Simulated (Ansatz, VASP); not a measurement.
# Sn3H4 (Sn wire along [110], 6 atoms a period, H-terminated) in two plane-wave programs, part 2 of 2

One calculation is typed for both programs; each brings its own data sets. How far apart do they land? The cell is taken from a series of runs on this material, whose earlier steps may have relaxed, scaled, displaced or heated it; both programs get it as it stands.

VASP 6.6.1 and Ansatz 0.2.0.

So far: The starting structure; VASP: single point, PBE, spin-orbit coupling.

## (3) Ansatz: single point, PBE, spin-orbit coupling

Level of this step: Ansatz beside VASP: Kohn-Sham DFT, plane waves, PBE, spin-orbit coupling (Ansatz).

Ansatz runs on its PAW fully relativistic soft_1 files.

The same cell, functional, mesh and smearing now go to Ansatz, which takes its cutoff from its data sets.

input.yaml reads:

```yaml
crystal:
  lattice:
    - [13.808, 0.0, 0.0]
    - [0.0, 14.36, 0.0]
    - [0.0, 0.0, 4.7058009839]
  atoms:
    - { symbol: Sn, position: [0.437696461, 0.663989605, 0.0] }
    - { symbol: H, position: [0.519353963, 0.756098361, 0.0] }
    - { symbol: Sn, position: [0.552336763, 0.5, 0.0] }
    - { symbol: H, position: [0.265712732, 0.212049076, 0.5] }
    - { symbol: H, position: [0.237389528, 0.404288798, 0.5] }
    - { symbol: H, position: [0.265712732, 0.787950924, 0.5] }
    - { symbol: H, position: [0.237389528, 0.595711202, 0.5] }
    - { symbol: Sn, position: [0.325305538, 0.318344158, 0.5] }
    - { symbol: Sn, position: [0.325305538, 0.681655842, 0.5] }
    - { symbol: Sn, position: [0.668200299, 0.5, 0.5] }
    - { symbol: H, position: [0.74312687, 0.403099802, 0.5] }
    - { symbol: H, position: [0.74312687, 0.596900198, 0.5] }
    - { symbol: Sn, position: [0.437696461, 0.336010395, 0.0] }
    - { symbol: H, position: [0.519353963, 0.243901639, 0.0] }
kpoints:
  mp_grid: { grid: [1, 1, 11] }
  band_path: { path: ["Γ", Z], npoints: 90 }
scf:
  occupations: { method: fermi_dirac, width: 0.05 }
hamiltonian:
  xc: pbe
  pseudopotentials: { kind: paw_fr, azcp: { folder: soft_1 } }
magnetization:
  noncollinear: true
  spin_orbit: true
```

On the command line:

```bash
> ansatz run input.yaml --threads 4 --pin off --max-ram 16384MiB --backend cpu --events-out ev --progress --plain --runs-dir out
```

Numbers of over 12 decimals in the logs are rounded to 6 here.

The log of the run:

```text
Engine: ansatz 0.2.0, aarch64-unknown-linux-gnu
Pseudopotentials: kind: paw_fr
Pseudopotential: Sn, paw, valence charge 14, recommended cutoff 420 eV (normal), soft_1/Sn.paw.azcp
Pseudopotential: H, paw, valence charge 1, recommended cutoff 420 eV (normal), soft_1/H.paw.azcp
Functional definition: PBE
  parameter kappa = 0.804
  parameter beta = 0.066725
  exchange = pbe_x(kappa = kappa, mu = beta*pi^2/3)
  correlation = pbe_c(beta = beta)
non-collinear run that drives no moment, with spin-orbit: no starting moment large enough to seed its density (crystal.atoms[].spin), no starting occupations that ask for one, no magnetisation constraint and no magnetic field, so the semilocal B_xc is pinned to zero
Crystal: 14 atoms, lattice volume = 933.080 Å³
Basis set: ecut = 420 eV, 18191 PW (Γ)
Bands: 120, of which v1, the nominal top of the filled ones, is band 92 counted from 1 (91 counted from 0)
Symmetry: 4 space group operations + 4 with time reversal
Magnetic group: BNS 25.58 (UNI 156), of the structure as read, at distance tolerance 9.8e-5 Å
k-points: 6 of 11
Projection manifold: j_resolved (fully-relativistic pseudo-atomic orbitals)
Non-local potential: Sn, projectors of the file, resolved by j, l = 0: 2, l = 1: 4, l = 2: 4, l = 3: 2
Non-local potential: H, projectors of the file, resolved by j, l = 0: 2, l = 1: 2
PAW form: soft (Blöchl's): semilocal exchange-correlation on the pseudo side does not see the compensation charge
PAW one-centre angular grid: Sn, 590 points (default); XC on 96 Gauss nodes
PAW one-centre angular grid: H, 110 points (default); XC on 64 Gauss nodes
Initial density: superposition of atomic densities (neutral atoms: chi_scale 0, normalization atom)
Initial wavefunctions: pseudopotential atomic-orbital guess
Functional: x = pbe(κ = 0.804, μ = 0.219515), c = pbe(β = 0.066725)
SCF iter   1: F=—  HF=-36284.584837 eV  |F-HF|=—  |Δ(HF+E_count)|=         —  Δρ=2.79e-2  dr2=7.35e0  dr2_m=0.00e0 (ungated)  ethr=3.10e-3  |M|=0.00e0 ∫|m|=0.00e0 μB  |m|>n=0.0e0 m-floor=0.0e0 τ_xc=0.0e0  β_m=0.30  ⟨swp⟩=7.7  Hψ=3919  notcnv=0  defer=33
preconditioner: auto → Resta (q_TF=auto, 1.854 Å⁻¹)  ε∞=1.7  [insulator: Δε(μ)=1.442 eV  Ē_g=8.394 eV  σ=0.050 eV  W_gap=1.00  n_scr=102 (ndim 8)  ℏωp=6.9 eV  f_vac=0.598  D(μ)=0.00/eV (n_scr^D=0)  ε∞_Penn≈1.7  vacuum switching on, ρ_ref=5.1e-3 e/Å³]
spin=Noncollinear: Resta preconditioning applied to the charge; magnetization (m_x, m_y, m_z) channels mix plain (no charge-response kernel on spin).
SCF iter   2: F=—  HF=-36283.158129 eV  |F-HF|=—  |Δ(HF+E_count)|=    1.43e0  Δρ=1.70e-2  dr2=2.74e0  dr2_m=0.00e0 (ungated)  ethr=3.10e-3  |M|=0.00e0 ∫|m|=0.00e0 μB  |m|>n=0.0e0 m-floor=0.0e0 τ_xc=0.0e0  β_m=0.52  ⟨swp⟩=2.8  Hψ=1002  notcnv=0  defer=126
SCF iter   3: F=—  HF=-36282.356784 eV  |F-HF|=—  |Δ(HF+E_count)|=   8.01e-1  Δρ=2.75e-3  dr2=1.18e-1  dr2_m=0.00e0 (ungated)  ethr=2.98e-3  |M|=0.00e0 ∫|m|=0.00e0 μB  |m|>n=0.0e0 m-floor=0.0e0 τ_xc=0.0e0  β_m=0.54  ⟨swp⟩=2.3  Hψ=813  notcnv=0  defer=126
SCF iter   4: F=—  HF=-36282.342830 eV  |F-HF|=—  |Δ(HF+E_count)|=   1.40e-2  Δρ=9.56e-4  dr2=1.07e-2  dr2_m=0.00e0 (ungated)  ethr=1.28e-4  |M|=0.00e0 ∫|m|=0.00e0 μB  |m|>n=0.0e0 m-floor=0.0e0 τ_xc=0.0e0  β_m=0.57  ⟨swp⟩=3.2  Hψ=1116  notcnv=0  defer=122
SCF iter   5: F=—  HF=-36282.344567 eV  |F-HF|=—  |Δ(HF+E_count)|=   1.74e-3  Δρ=3.55e-4  dr2=1.06e-3  dr2_m=0.00e0 (ungated)  ethr=1.17e-5  |M|=0.00e0 ∫|m|=0.00e0 μB  |m|>n=0.0e0 m-floor=0.0e0 τ_xc=0.0e0  β_m=0.68  ⟨swp⟩=2.0  Hψ=729  notcnv=0  defer=122
SCF iter   6: F=—  HF=-36282.345304 eV  |F-HF|=—  |Δ(HF+E_count)|=   7.37e-4  Δρ=9.63e-5  dr2=2.30e-4  dr2_m=0.00e0 (ungated)  ethr=1.15e-6  |M|=0.00e0 ∫|m|=0.00e0 μB  |m|>n=0.0e0 m-floor=0.0e0 τ_xc=0.0e0  β_m=0.64  ⟨swp⟩=2.0  Hψ=790  notcnv=0  defer=122
SCF iter   7: F=—  HF=-36282.345320 eV  |F-HF|=—  |Δ(HF+E_count)|=   1.60e-5  Δρ=2.94e-5  dr2=1.89e-5  dr2_m=0.00e0 (ungated)  ethr=2.50e-7  |M|=0.00e0 ∫|m|=0.00e0 μB  |m|>n=0.0e0 m-floor=0.0e0 τ_xc=0.0e0  β_m=0.61  ⟨swp⟩=2.0  Hψ=755  notcnv=0  defer=122
SCF iter   8: F=—  HF=-36282.345429 eV  |F-HF|=—  |Δ(HF+E_count)|=   1.10e-4  Δρ=1.01e-5  dr2=1.31e-6  dr2_m=0.00e0 (ungated)  ethr=2.05e-8  |M|=0.00e0 ∫|m|=0.00e0 μB  |m|>n=0.0e0 m-floor=0.0e0 τ_xc=0.0e0  β_m=0.65  ⟨swp⟩=2.0  Hψ=840  notcnv=0  defer=122
SCF iter   9: F=—  HF=-36282.345431 eV  |F-HF|=—  |Δ(HF+E_count)|=   1.50e-6  Δρ=3.30e-6  dr2=1.66e-7  dr2_m=0.00e0 (ungated)  ethr=1.43e-9  |M|=0.00e0 ∫|m|=0.00e0 μB  |m|>n=0.0e0 m-floor=0.0e0 τ_xc=0.0e0  β_m=0.65  ⟨swp⟩=2.0  Hψ=790  notcnv=0  defer=122
SCF iter  10: F=-36282.345431 eV  HF=-36282.345431 eV  |F-HF|=2.06e-8  |Δ(HF+E_count)|=   1.99e-7  Δρ=1.02e-6  dr2=1.15e-8  dr2_m=0.00e0 (ungated)  ethr=1.09e-10  |M|=0.00e0 ∫|m|=0.00e0 μB  |m|>n=0.0e0 m-floor=0.0e0 τ_xc=0.0e0  ⟨swp⟩=16.8  Hψ=3868  notcnv=0
SCF 1 converged in 10 iterations: F = -36282.345431 eV  dr2 = 1.15e-8
  greatest PAW one-centre occupation: 0.990 electrons in one spin orbital (limit 2), on the Sn atom at site 9 (counted from 0), in its partial waves of l = 2
NSCF: frozen V_eff on 91 k-points
SCF converged after 10 iterations
Magnetization: |M| = 0.0000 μB,  M = (+0.0000, +0.0000, +0.0000) μB
Absolute magnetization: 0.0000 μB (∫|m|)
  site 0: m = (+0.0000, +0.0000, +0.0000) μB, |m| = 0.0000 μB  (R = 0.72 Å)
  site 1: m = (+0.0000, +0.0000, +0.0000) μB, |m| = 0.0000 μB  (R = 0.72 Å)
  site 2: m = (+0.0000, +0.0000, +0.0000) μB, |m| = 0.0000 μB  (R = 1.17 Å)
  site 3: m = (+0.0000, +0.0000, +0.0000) μB, |m| = 0.0000 μB  (R = 0.72 Å)
  site 4: m = (+0.0000, +0.0000, +0.0000) μB, |m| = 0.0000 μB  (R = 0.71 Å)
  site 5: m = (+0.0000, +0.0000, +0.0000) μB, |m| = 0.0000 μB  (R = 0.72 Å)
  site 6: m = (+0.0000, +0.0000, +0.0000) μB, |m| = 0.0000 μB  (R = 0.71 Å)
  site 7: m = (+0.0000, +0.0000, +0.0000) μB, |m| = 0.0000 μB  (R = 0.71 Å)
  site 8: m = (+0.0000, +0.0000, +0.0000) μB, |m| = 0.0000 μB  (R = 0.71 Å)
  site 9: m = (+0.0000, +0.0000, +0.0000) μB, |m| = 0.0000 μB  (R = 0.72 Å)
  site 10: m = (+0.0000, +0.0000, +0.0000) μB, |m| = 0.0000 μB  (R = 0.72 Å)
  site 11: m = (+0.0000, +0.0000, +0.0000) μB, |m| = 0.0000 μB  (R = 0.72 Å)
  site 12: m = (+0.0000, +0.0000, +0.0000) μB, |m| = 0.0000 μB  (R = 0.72 Å)
  site 13: m = (+0.0000, +0.0000, +0.0000) μB, |m| = 0.0000 μB  (R = 0.72 Å)
Free energy (F): -36282.345431 eV
Harris-Foulkes:  -36282.345431 eV  (|F-HF|=2.06e-8)
Internal energy: -36282.345431 eV  (E = F + TS)
E sigma→0 (E₀):  -36282.345431 eV
Entropy (-TS):   -0.000000 eV (-0.000 meV/atom)
Fermi energy:    -1.510375 eV
--- Per-component energies (eV) ---
  E_band       = -1573.257736
  E_kinetic    = 1108.156178
  E_local      = -26292.859483  (includes V_loc(G=0)·N_el)
  E_nonlocal   = 876.761407
  E_hartree    = 12628.684263
  E_xc         = -817.912877
  E_vxc        = -562.414882  (∫ρ·V_xc dr)
  E_paw        = -26243.272600  (= ΣΔE_a)
  E_vpaw       = -1960.268212  (= ΣTr[D̂ρ^β])
  E_aug_tail   = -0.005413  (compensation charges beyond the density's cutoff)
  E_ewald      = 2458.103095
  E_smearing   = -0.000000  (= −TS)
  E_closure    = 0.000000  (closes the sum)
  Σ components = -36282.345431   (vs F -36282.345431, Δ=0.00e0)
--- Band table (eV; the first three rows and the last of 6) ---
  k-point 0: bands = [... 88 lower, -2.6681, -2.6681, -2.2799, -2.2799, -0.7394, -0.7394, -0.5619, -0.5619, ... 24 higher]
  k-point 1: bands = [... 88 lower, -3.0171, -2.9757, -2.7039, -2.7019, -0.2831, -0.2631, -0.1273, -0.0991, ... 24 higher]
  k-point 2: bands = [... 88 lower, -3.3052, -3.2704, -3.1415, -3.1068, 0.2471, 0.2715, 0.5579, 0.6013, ... 24 higher]
  k-point 5: bands = [... 88 lower, -3.6631, -3.6567, -3.4778, -3.4720, 0.1840, 0.1899, 0.4835, 0.4894, ... 24 higher]
```

## (4) Differences

Known differences besides the potentials themselves: spin-orbit coupling enters by fully relativistic files in Ansatz and inside the spheres in VASP; the cutoff is 420 eV in Ansatz and 400 eV in VASP. Total energies have different zeros and are not compared.

The two programs side by side:

| quantity | Ansatz | VASP | difference |
| --- | --- | --- | --- |
| gap on the k mesh (eV) | 1.541 | 1.538 | +0.002 |

A gap on the mesh is an upper bound, since the band edges may lie between its points.

## (5) What came out

```
difference in gap on the k mesh (single point, PBE, spin-orbit coupling) : 0.0025 eV
```

What this shows: The difference in gap on the k mesh is 0.0025 eV (single point, PBE, spin-orbit coupling), within the 0.08 eV picked in this series as the mark of a large difference. How closely two codes agree says nothing of how well the functional describes the real material.

[Lines on the potential files, build, host, timing and source positions are cut from VASP's logs without a mark.]

[Logs are printed without paths, hosts, clocks, repeated set-up lines and the standing remarks that a program may print on its own settings, such as how far it seeks lower states.]

[Hosts, paths, dates, database ids (printed as entryN), source tags and the programs' standing remarks are cut or masked in the printed files.]
